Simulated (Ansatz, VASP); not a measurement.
**Two plane-wave programs on Zn2B**

INCAR

```
PREC     = Accurate       # precision mode
ENCUT    = 600            # plane-wave cutoff, eV
EDIFF    = 1E-6           # SCF threshold, eV
ISMEAR   = 0              # smearing method
SIGMA    = 0.1            # smearing width, eV
LREAL    = False          # projectors in reciprocal space
LASPH    = True           # aspherical terms in the spheres
NELM     = 100            # most SCF steps
ALGO     = Normal         # electronic algorithm
ISIF     = 3              # what is computed and relaxed
LWAVE    = False          # write WAVECAR
LCHARG   = False          # write CHGCAR
GGA      = PE             # functional
IBRION   = 2              # ionic algorithm
NSW      = 100            # ionic steps
EDIFFG   = -0.01          # ionic threshold
```

File KPOINTS:

```
regular mesh
0
Gamma
  16 16 16
```

POSCAR

```
Zn2B
1.0
    0.0000000000      2.6453654692      2.6453654692
    2.6453654692      0.0000000000      2.6453654692
    2.6453654692      2.6453654692      0.0000000000
Zn B
2 1
Direct
    0.2500000000      0.2500000000      0.2500000000
    0.7500000000      0.7500000000      0.7500000000
    0.0000000000      0.0000000000      0.0000000000
```

Input for Ansatz:

```yaml
crystal:
  lattice:
    - [0.0, 2.6453654692, 2.6453654692]
    - [2.6453654692, 0.0, 2.6453654692]
    - [2.6453654692, 2.6453654692, 0.0]
  atoms:
    - { symbol: Zn, position: [0.25, 0.25, 0.25] }
    - { symbol: Zn, position: [0.75, 0.75, 0.75] }
    - { symbol: B, position: [0.0, 0.0, 0.0] }
basis:
  ecutwfc: 420
kpoints:
  mp_grid: { grid: [16, 16, 16] }
hamiltonian:
  xc: pbe
scf:
  occupations: { method: gaussian, width: 0.1 }
output:
  forces: true
  stress: true
  eigenvalues: true
  write_density: true
  write_potential: true
  elf: true
  volumetric_format: npy
relax:
  adjacent_minimum: "off"
  f_tol: 0.01
  max_steps: 80
  cell: { stress_tol: 0.05 }
```

Change from the starting cell: species swapped into the Mg2Si type (Fm-3m, No. 225).

Alike in both runs: task relaxation of cell and atoms; functional PBE; k mesh 16 × 16 × 16; occupations gaussian, width 0.1 eV; no spin polarisation.

|  | VASP | Ansatz |
| --- | --- | --- |
| version | VASP 6.6.1 | Ansatz 0.2.0 |
| potentials or method | VASP PAW PBE potentials, release 64 (Zn, B) | scalar-relativistic, plane waves, PAW |
| plane-wave cutoff (eV) | 600 | 420 |
| valence electrons in the cell | 27 | 27 |

Ansatz gave:

| Quantity | Value |
| --- | --- |
| gap on the k mesh at the Fermi level, each at its own relaxed structure (eV) | none |
| relaxed volume (Å³/atom) | 12.35 |
| relaxed cell length with the largest relative difference (Å) | 3.742 |

**Question.** Estimate VASP's values.

**Answer.** gap on the k mesh at the Fermi level, each at its own relaxed structure (eV): none; relaxed volume (Å³/atom): 12.39; relaxed cell length with the largest relative difference (Å): 3.746.

A gap of «none» marks a metal or a gap that the smearing closes.
